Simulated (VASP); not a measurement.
**Gap, carriers and strain in BiP (F-43m)**

Wanted: where the band edges of BiP lie, how heavy the carriers are and how strain moves the gap. The cell is generated by rule, not measured, and may not be a known phase.

Program: VASP 6.6.1. Level of theory: PBE; plane waves and PAW (Bi_d, P), in the first sound run; inputs show where later runs differ. Results are calculated unless marked as measured.

The structure was built from a prototype and need not be the compound's stable phase.

### 1. The structure

Symmetry: F-43m, No. 216, cubic system. Conventional cell: a = 5.958 Å, b = 5.958 Å, c = 5.958 Å, α = 90.00°, β = 90.00°, γ = 90.00°. Bi has 4 P at 2.58 Å nearest. Nearest to P lie 4 Bi at 2.58 Å. Farther neighbours are not listed.

Coordinates:

```
Bi P
1.0
     0.00000    2.97913    2.97913
     2.97913    0.00000    2.97913
     2.97913    2.97913    0.00000
Bi P
1 1
Cartesian
  0.0000 0.0000 0.0000
  1.4896 1.4896 1.4896
```

### 2. Relaxation of the atoms

The cell is kept as given; the atoms are relaxed first, so that no residual force shifts the band edges.

INCAR reads:

```
SYSTEM = BiP
PREC = Accurate
ENCUT = 400
EDIFF = 1E-06
NELM = 100
ISMEAR = 0
SIGMA = 0.02
LREAL = .FALSE.
ALGO = Normal
GGA = PE
NBANDS = 16
LORBIT = 11
LWAVE = .FALSE.
LCHARG = .FALSE.
KPAR = 4
IBRION = 2
NSW = 40
ISIF = 2
EDIFFG = -0.005
```

POSCAR reads:

```
BiP
1.0
    0.0000000000      2.9791300000      2.9791300000
    2.9791300000      0.0000000000      2.9791300000
    2.9791300000      2.9791300000      0.0000000000
Bi P
1 1
Direct
    0.0000000000      0.0000000000      0.0000000000
    0.2500000000      0.2500000000      0.2500000000
```

KPOINTS reads:

```
Automatic mesh
0
Gamma
8 8 8
0 0 0
```

Potentials, in the order of the species: Bi_d and P (PBE family, release 64).

Command:

```bash
> mpirun -np 4 vasp_std
```

Log:

```text
[banner, memory and clock lines left out]
running    4 mpi-ranks, on    1 nodes
 distrk:  each k-point on    1 cores,    4 groups
 distr:  one band on    1 cores,    1 groups

 POSCAR found type information on POSCAR BiP
 POSCAR found :  2 types and       2 ions
 LDA part: xc-table for (Slater+PW92), standard interpolation
 POSCAR, INCAR and KPOINTS ok, starting setup
 FFT: planning ... GRIDC
 FFT: planning ... GRID_SOFT
 FFT: planning ... GRID
 WAVECAR not read
 entering main loop
       N       E                     dE             d eps       ncg     rms          rms(c)
DAV:   1     0.138841760777E+03    0.13884E+03   -0.89013E+03   928   0.110E+03
DAV:   2     0.582432454818E+00   -0.13826E+03   -0.13599E+03  1024   0.313E+02
DAV:   3    -0.800973569363E+01   -0.85922E+01   -0.84557E+01  1240   0.839E+01
DAV:   4    -0.820001888674E+01   -0.19028E+00   -0.19026E+00  1128   0.142E+01
DAV:   5    -0.820882142163E+01   -0.88025E-02   -0.88024E-02  1416   0.259E+00    0.476E+00
DAV:   6    -0.780793299508E+01    0.40089E+00   -0.11312E+00  1272   0.581E+00    0.305E+00
DAV:   7    -0.779819465800E+01    0.97383E-02   -0.14544E-01  1200   0.181E+00    0.154E+00
DAV:   8    -0.779536158745E+01    0.28331E-02   -0.12786E-02  1176   0.101E+00    0.251E-01
DAV:   9    -0.779511797570E+01    0.24361E-03   -0.17682E-03  1272   0.330E-01    0.833E-02
DAV:  10    -0.779512184294E+01   -0.38672E-05   -0.40006E-04  1216   0.162E-01    0.261E-02
DAV:  11    -0.779512668945E+01   -0.48465E-05   -0.54640E-05  1360   0.577E-02    0.107E-02
DAV:  12    -0.779512716884E+01   -0.47939E-06   -0.42221E-06  1128   0.176E-02
   1 F= -.77951272E+01 E0= -.77946446E+01  d E =-.779513E+01
 curvature:   0.00 expect dE= 0.000E+00 dE for cont linesearch  0.000E+00
 trial: gam= 0.00000 g(F)=  0.531E-47 g(S)=  0.000E+00 ort = 0.000E+00 (trialstep = 0.100E+01)
 search vector abs. value=  0.100E-09
 reached required accuracy - stopping structural energy minimisation
```

Wall time 7.2 s (4 MPI ranks of AMD EPYC 7R43, shared host); peak memory 0.5 GiB; 26 s of CPU time.

Lines that name or quote the potential files are left out of all logs, and their timing lines are given in words.

Parts of OUTCAR (step 2):

```text
ion  position               nearest neighbor table
   1  0.000  0.000  0.000-   2 2.58   2 2.58   2 2.58   2 2.58
   2  0.250  0.250  0.250-   1 2.58   1 2.58   1 2.58   1 2.58

  LATTYP: Found a face centered cubic cell.
 ALAT       =     5.9582600000

 Subroutine GETGRP returns: Found 24 space group operations
 (whereof 24 operations were pure point group operations)

The static configuration has the point symmetry T_d .

 Found     29 irreducible k-points:

   k-points           NKPTS =     29   k-points in BZ     NKDIM =     29   number of bands    NBANDS=     16

   dimension x,y,z NGX =    28 NGY =   28 NGZ =   28
   dimension x,y,z NGXF=    56 NGYF=   56 NGZF=   56

   ENCUT  =  400.0 eV  29.40 Ry    5.42 a.u.   6.87  6.87  6.87*2*pi/ulx,y,z

   NELECT =      20.0000    total number of electrons

 k-points in reciprocal lattice and weights: Automatic mesh
   0.00000000  0.00000000  0.00000000       0.002
   0.12500000  0.00000000  0.00000000       0.016
   0.25000000  0.00000000  0.00000000       0.016
   0.37500000  0.00000000  0.00000000       0.016
   0.50000000  0.00000000  0.00000000       0.008
   0.12500000  0.12500000  0.00000000       0.012
   0.25000000  0.12500000  0.00000000       0.047
   0.37500000  0.12500000  0.00000000       0.047
   0.50000000  0.12500000  0.00000000       0.047
[...]
-0.37500000  0.50000000  0.12500000       0.023
  -0.25000000  0.50000000  0.25000000       0.012

 average (electrostatic) potential at core
       1-104.4213       2 -81.9148

 E-fermi :   6.9978

 k-point     1 :       0.0000    0.0000    0.0000
  band No.  band energies     occupation
    ...
      6      -7.8092      2.00000
      7       2.1655      2.00000
      8       4.7724      2.00000
      9       4.7724      2.00000
     10       4.7724      2.00000
     11       7.7292      0.00000
     12       7.7292      0.00000
     13       7.7292      0.00000
     14      11.3594      0.00000
     15      14.4184      0.00000
    ...

 k-point     2 :       0.1250    0.0000    0.0000
  band No.  band energies     occupation
    ...
      6      -7.6437      2.00000
      7       1.2097      2.00000
      8       4.5296      2.00000
      9       4.5296      2.00000
     10       4.9474      2.00000
     11       8.0609      0.00000
     12       8.0609      0.00000
     13       8.0862      0.00000
     14      12.2179      0.00000
     15      13.7649      0.00000
    ...

 k-point     3 :       0.2500    0.0000    0.0000
  band No.  band energies     occupation
    ...
      6      -7.1704      2.00000
      7      -0.4920      2.00000
      8       4.0844      2.00000
      9       4.0844      2.00000
     10       4.7542      2.00000
     11       8.6312      0.00000
     12       8.6312      0.00000
     13       9.3941      0.00000
     14      13.0620      0.00000
     15      13.4792      0.00000
    ...

  Total        6.1442320      6.1442320      6.1442320     -0.0000000      0.0000000     -0.0000000
  in kB      186.1571954    186.1571954    186.1571954     -0.0000000      0.0000000     -0.0000000
  external PRESSURE =     186.1571954 kB  Pullay stress =       0.0000000 kB

  energy-cutoff  :      400.00
  volume of cell :       52.88
      direct lattice vectors                 reciprocal lattice vectors
     0.000000000  2.979130000  2.979130000    -0.167834233  0.167834233  0.167834233
     2.979130000  0.000000000  2.979130000     0.167834233 -0.167834233  0.167834233
     2.979130000  2.979130000  0.000000000     0.167834233  0.167834233 -0.167834233

 POSITION                                       TOTAL-FORCE (eV/Angst)
 -----------------------------------------------------------------------------------
      0.00000      0.00000      0.00000         0.000000      0.000000      0.000000
      1.48957      1.48957      1.48957        -0.000000     -0.000000     -0.000000
 -----------------------------------------------------------------------------------
    total drift:                                0.000000      0.000000      0.000000

  FREE ENERGIE OF THE ION-ELECTRON SYSTEM (eV)
  ---------------------------------------------------
  free  energy   TOTEN  =        -7.7951271688 eV

  energy  without entropy=       -7.7941620677  energy(sigma->0) =       -7.79464462

 reached required accuracy - stopping structural energy minimisation

 total charge
# of ion       s       p       d       tot
------------------------------------------
    1        1.588   1.342   9.983  12.913
    2        1.113   1.435   0.000   2.547
--------------------------------------------------
tot          2.700   2.777   9.983  15.460

[... 3 further parts left out ...]
```

CONTCAR:

```
BiP
   1.00000000000000
     0.0000000000000000    2.9791300000000001    2.9791300000000001
     2.9791300000000001    0.0000000000000000    2.9791300000000001
     2.9791300000000001    2.9791300000000001    0.0000000000000000
  Bi              P
     1     1
Direct
     0.0000000000000000    0.0000000000000000    0.0000000000000000
     0.2500000000000000    0.2500000000000000    0.2500000000000000
```

The k-mesh is coarse for a metal. The run keeps the 24 symmetry operations of its start, so it cannot find a distortion of lower symmetry.

The forces vanish from the start, and no atom moves.

Numbers from this step:

```
SCF cycles              : 12
electrons               : 20
bands                   : 16
irreducible k-points    : 29
symmetry operations     : 24
free energy (TOTEN)     : -7.795 eV
energy at zero smearing : -7.795 eV
Fermi energy            : 6.998 eV
pressure                : 18.62 GPa
metallic                : yes
```

### 3. Bands on a dense mesh

A dense even mesh and a path are solved together, since either alone can miss a band edge.

Edit INCAR of step 2 so:

```diff
@@ -10,3 +10,3 @@
 GGA = PE
-NBANDS = 16
+NBANDS = 22
 LORBIT = 11
@@ -15,5 +15,2 @@
 KPAR = 4
-IBRION = 2
-NSW = 40
 ISIF = 2
-EDIFFG = -0.005
```

POSCAR is that of step 2.

KPOINTS reads:

```
Automatic mesh
0
Gamma
12 12 12
0 0 0
```

KPOINTS_OPT reads:

```
Line mode
24
Line-mode
Reciprocal
  0.00000000   0.00000000   0.00000000 GAMMA
  0.50000000   0.00000000   0.50000000 X

  0.50000000   0.00000000   0.50000000 X
  0.50000000   0.25000000   0.75000000 W

  0.50000000   0.25000000   0.75000000 W
  0.37500000   0.37500000   0.75000000 K

  0.37500000   0.37500000   0.75000000 K
  0.00000000   0.00000000   0.00000000 GAMMA

  0.00000000   0.00000000   0.00000000 GAMMA
  0.50000000   0.50000000   0.50000000 L

  0.50000000   0.50000000   0.50000000 L
  0.62500000   0.25000000   0.62500000 U

  0.62500000   0.25000000   0.62500000 U
  0.50000000   0.25000000   0.75000000 W

  0.50000000   0.25000000   0.75000000 W
  0.50000000   0.50000000   0.50000000 L

  0.50000000   0.50000000   0.50000000 L
  0.37500000   0.37500000   0.75000000 K

  0.62500000   0.25000000   0.62500000 U
  0.50000000   0.00000000   0.50000000 X
```

Command:

```bash
> mpirun -np 4 vasp_std
```

Log:

```text
[... set-up lines as in an earlier step ...]
 entering main loop
       N       E                     dE             d eps       ncg     rms          rms(c)
DAV:   1     0.155239406328E+03    0.15524E+03   -0.82645E+03  3224   0.806E+02
DAV:   2     0.450071988925E+01   -0.15074E+03   -0.14400E+03  3344   0.269E+02
DAV:   3    -0.788276135514E+01   -0.12383E+02   -0.12286E+02  3844   0.762E+01
DAV:   4    -0.820835113377E+01   -0.32559E+00   -0.32540E+00  3858   0.131E+01
DAV:   5    -0.822106590649E+01   -0.12715E-01   -0.12714E-01  4452   0.243E+00    0.477E+00
DAV:   6    -0.785246960436E+01    0.36860E+00   -0.80745E-01  5008   0.413E+00    0.310E+00
DAV:   7    -0.784180848590E+01    0.10661E-01   -0.11043E-01  3918   0.128E+00    0.151E+00
DAV:   8    -0.783889752165E+01    0.29110E-02   -0.93477E-03  4162   0.660E-01    0.291E-01
DAV:   9    -0.783873587520E+01    0.16165E-03   -0.12895E-03  4482   0.230E-01    0.845E-02
DAV:  10    -0.783873045653E+01    0.54187E-05   -0.23956E-04  4332   0.100E-01    0.263E-02
DAV:  11    -0.783873457569E+01   -0.41192E-05   -0.28771E-05  4264   0.293E-02    0.111E-02
DAV:  12    -0.783873502563E+01   -0.44994E-06   -0.34189E-06  4002   0.156E-02
   1 F= -.78387350E+01 E0= -.78386586E+01  d E =-.152780E-03
 Start KPOINTS_OPT (optional k-point list driver)
k-point batch [1-72\240]
       N       E                     dE             ncg
DAV:   1     0.371618618652E+03   -0.36531E+05     3206
DAV:   2    -0.104231971209E+05   -0.10795E+05     3356
DAV:   3    -0.113052967375E+05   -0.88210E+03     3990
DAV:   4    -0.113277727666E+05   -0.22476E+02     3952
DAV:   5    -0.113286418269E+05   -0.86906E+00     4534
DAV:   6    -0.113286621338E+05   -0.20307E-01     4234
DAV:   7    -0.113286625827E+05   -0.44885E-03     4606
DAV:   8    -0.113286625875E+05   -0.47893E-05     3212
DAV:   9    -0.113286625880E+05   -0.48912E-06     2688
[...]
k-point batch [217-240\240]
       N       E                     dE             ncg
DAV:   1     0.270683252537E+05   -0.14471E+05     1076
DAV:   2     0.234957527614E+05   -0.35726E+04     1130
DAV:   3     0.232107741665E+05   -0.28498E+03     1314
DAV:   4     0.232032518113E+05   -0.75224E+01     1318
DAV:   5     0.232029761326E+05   -0.27568E+00     1544
DAV:   6     0.232029694638E+05   -0.66687E-02     1412
DAV:   7     0.232029693552E+05   -0.10859E-03     1552
DAV:   8     0.232029693544E+05   -0.87100E-06     1032
```

The job ended after 60 s (4 MPI ranks; peak memory 0.75 GiB).

Parts of OUTCAR (step 3):

```text
The static configuration has the point symmetry T_d .

 Found     72 irreducible k-points:

   k-points           NKPTS =     72   k-points in BZ     NKDIM =     72   number of bands    NBANDS=     22

   NELECT =      20.0000    total number of electrons

 E-fermi :   7.0324

 k-point     1 :       0.0000    0.0000    0.0000
  band No.  band energies     occupation
    ...
      6      -7.8225      2.00000
      7       2.1425      2.00000
      8       4.7473      2.00000
      9       4.7473      2.00000
     10       4.7473      2.00000
     11       7.7205      0.00000
     12       7.7205      0.00000
     13       7.7205      0.00000
     14      11.3537      0.00000
     15      14.4056      0.00000
    ...

 k-point     2 :       0.0833    0.0000    0.0000
  band No.  band energies     occupation
    ...
      6      -7.7486      2.00000
      7       1.6661      2.00000
      8       4.6306      2.00000
      9       4.6306      2.00000
     10       4.8765      2.00000
     11       7.8549      0.00000
     12       7.8799      0.00000
     13       7.8799      0.00000
     14      11.7752      0.00000
     15      14.0115      0.00000
    ...

  Total        6.0201149      6.0201149      6.0201149      0.0000000      0.0000000     -0.0000000
  in kB      182.3967118    182.3967118    182.3967118      0.0000000      0.0000000     -0.0000000
  external PRESSURE =     182.3967118 kB  Pullay stress =       0.0000000 kB

 POSITION                                       TOTAL-FORCE (eV/Angst)
 -----------------------------------------------------------------------------------
      0.00000      0.00000      0.00000        -0.000000     -0.000000     -0.000000
      1.48957      1.48957      1.48957         0.000000      0.000000      0.000000
 -----------------------------------------------------------------------------------
    total drift:                                0.000000      0.000000      0.000000

  FREE ENERGIE OF THE ION-ELECTRON SYSTEM (eV)
  ---------------------------------------------------
  free  energy   TOTEN  =        -7.8387350256 eV

  energy  without entropy=       -7.8385822460  energy(sigma->0) =       -7.83865864

 total charge
# of ion       s       p       d       tot
------------------------------------------
    1        1.579   1.354   9.983  12.916
    2        1.121   1.422   0.000   2.543
--------------------------------------------------
tot          2.700   2.776   9.983  15.459

[... 6 parts as in an earlier step ...]

[... 6 further parts left out ...]
```

Numbers from this step:

```yaml
bands: 22
irreducible_k_points: 72
free_energy_toten: -7.839 eV
energy_at_zero_smearing: -7.839 eV
fermi_energy: 7.032 eV
pressure: 18.24 GPa
```

Electronic bands along the path, in eV, zero at the Fermi level; # counts the bands kept, so #1 is VASP's band 7:

| point | #1 | #2 | #3 | #4 | #5 | #6 | #7 | #8 |
| --- | --- | --- | --- | --- | --- | --- | --- | --- |
| Γ | -4.89 | -2.28 | -2.28 | -2.28 | 0.69 | 0.69 | 0.69 | 4.32 |
| 0.48 of the way | -7.71 | -3.78 | -3.78 | -0.76 | -0.19 | 3.03 | 3.03 | 4.73 |
| X | -11.06 | -4.76 | -4.76 | -0.99 | -0.88 | 6.07 | 6.07 | 6.44 |
| 0.48 of the way | -11.03 | -5.06 | -4.99 | -0.32 | -0.01 | 4.71 | 4.81 | 6.92 |
| W | -11.00 | -5.35 | -5.22 | 0.67 | 2.12 | 2.19 | 3.55 | 7.09 |
| 0.52 of the way | -10.85 | -5.55 | -4.75 | -0.10 | 1.46 | 3.46 | 4.08 | 6.27 |
| K | -10.77 | -5.63 | -4.39 | -0.76 | 1.40 | 4.46 | 4.48 | 5.36 |
| 0.52 of the way | -7.98 | -4.39 | -2.94 | -1.16 | 1.57 | 1.65 | 2.57 | 5.69 |
| Γ | -4.89 | -2.28 | -2.28 | -2.28 | 0.69 | 0.69 | 0.69 | 4.32 |
| 0.52 of the way | -7.69 | -3.01 | -3.01 | -2.32 | 1.63 | 1.63 | 2.49 | 6.02 |
| L | -9.80 | -3.43 | -3.43 | -2.69 | 1.93 | 1.93 | 4.75 | 6.35 |
| 0.52 of the way | -10.04 | -5.18 | -3.87 | -0.92 | 1.75 | 2.94 | 4.10 | 6.24 |
| U | -10.77 | -5.63 | -4.39 | -0.76 | 1.40 | 4.46 | 4.48 | 5.36 |
| 0.52 of the way | -10.86 | -5.54 | -4.81 | 0.00 | 1.48 | 3.35 | 4.01 | 6.37 |
| W | -11.00 | -5.35 | -5.22 | 0.67 | 2.12 | 2.19 | 3.55 | 7.09 |
| 0.52 of the way | -10.08 | -5.22 | -4.03 | -0.63 | 1.59 | 2.92 | 4.28 | 5.82 |
| L | -9.80 | -3.43 | -3.43 | -2.69 | 1.93 | 1.93 | 4.75 | 6.35 |
| 0.52 of the way | -10.04 | -5.18 | -3.87 | -0.92 | 1.75 | 2.94 | 4.10 | 6.24 |
| K | -10.77 | -5.63 | -4.39 | -0.76 | 1.40 | 4.46 | 4.48 | 5.36 |
| jump to U | -10.77 | -5.63 | -4.39 | -0.76 | 1.40 | 4.46 | 4.48 | 5.36 |
| 0.48 of the way | -11.02 | -5.16 | -4.65 | -0.89 | -0.08 | 5.21 | 5.48 | 6.38 |
| X | -11.06 | -4.76 | -4.76 | -0.99 | -0.88 | 6.07 | 6.07 | 6.44 |

Of the projections kept (Bi, P), the largest for each band there; the rest of the weight can lie on other orbitals:

| point | #1 | #2 | #3 | #4 | #5 | #6 | #7 | #8 |
| --- | --- | --- | --- | --- | --- | --- | --- | --- |
| Γ | P 0.51 | P 0.58 | P 0.58 | P 0.58 | Bi 0.80 | Bi 0.80 | Bi 0.80 | Bi 0.77 |
| X | P 0.82 | Bi 0.53 | Bi 0.53 | P 0.59 | Bi 0.73 | Bi 0.58 | Bi 0.58 | P 0.82 |
| W | P 0.83 | Bi 0.59 | Bi 0.52 | P 0.72 | Bi 0.76 | P 0.67 | Bi 0.99 | P 0.60 |
| K | P 0.66 | Bi 0.57 | Bi 0.53 | Bi 0.52 | P 0.57 | Bi 0.71 | Bi 0.60 | P 0.55 |
| Γ | P 0.51 | P 0.58 | P 0.58 | P 0.58 | Bi 0.80 | Bi 0.80 | Bi 0.80 | Bi 0.77 |
| L | Bi 0.50 | P 0.51 | Bi 0.50 | Bi 0.52 | Bi 0.72 | Bi 0.72 | P 0.70 | P 0.68 |

The electronic bands as a text plot (rows in eV, shown from -8.0 to 6.4 only):

```
    6.1 | **    ***    *   **  **    ****** **  *  *  * *  *    *
    5.5 |  *   ** *     *    ** *   *         **    **      ****
    4.9 | * ****   *     **              **            ***    *
    4.3 |*    *     *   ***      ***    *  ** ***   ***   *  *
    3.7 |           ****  *                  ** ****       **
    3.1 |    *         *   *           *     *   *   *     *
    2.5 |   *        **   *****       *    **      ** *   *
    1.9 |  *          *  *   * *     **********   *** ********
    1.3 | *          * **     ***   **         ***   *
    0.7 |*          ***        *****              **          *
    0.1 | ** *      *  *                         *  *
   -0.5 |   * *** **    ****                 ****    *      ** *
   -1.1 |  * ******         ***             *         *    *  ***
   -1.7 | *                    **          *              *
   -2.3 |*                     *********  *            * *
   -2.9 | **                 ** *    ** **              *
   -3.5 |   *              **  *       *****          *****
   -4.1 |    **          **   *             ****     * * * ***
   -4.7 |*     *****   **    *    *        *    *  ** *   *   ***
   -5.3 | *         ****   **    * *        **  ******     ** **
   -5.9 |               ***     *   *         **             *
   -6.5 |  *                   *     *
   -7.1 |   *
   -7.7 |                     *       *
         Γ       X    W  K        Γ      L     U  W     L   K|U X
```

At 18.2 GPa the cell is away from the equilibrium volume of this level: left free, it would expand.

[end of part 1 of 3]

[Lines on the potential files, build, host, timing and source positions are cut from VASP's logs without a mark.]

[Logs are printed without paths, hosts, clocks, repeated set-up lines and the standing remarks that a program may print on its own settings, such as how far it seeks lower states.]

[Hosts, paths, dates, database ids (printed as entryN), source tags and the programs' standing remarks are cut or masked in the printed files.]

[In band tables of VASP the shares of atoms and orbitals are scaled to a sum of 1 inside the atoms' spheres.]

[Gaps and slopes under strain along one axis are those of the sampled path and mesh points; where strain splits equal valleys, another of them can be the edge.]
